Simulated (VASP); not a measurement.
Data:

```yaml
crystal:
  lattice:
    - [0.00000, 3.01325, 3.01325]
    - [3.01325, 0.00000, 3.01325]
    - [3.01325, 3.01325, 0.00000]
  atoms:
    - { symbol: In, position: [0.00000, 0.00000, 0.00000] }
    - { symbol: As, position: [0.25000, 0.25000, 0.25000] }
```

All values below come from rev-vdW-DF2, VASP's PBE PAW potentials (set 64) (plane waves; VASP 6.6.1). Run with 520 eV cut-off, 10×10×10 Γ-centred mesh, first-order Methfessel-Paxton smearing of 0.10 eV, potentials In_d As.

Give the stress tensor in GPa (positive for a compressed cell).

```
3.62  0.00  0.00
0.00  3.62  0.00
0.00  0.00  3.62
```
The pressure is its mean diagonal, 3.62 GPa.

The compound is InAs in the zinc blende structure. This cell is one point of a volume scan, at 0.94 of the reference volume.
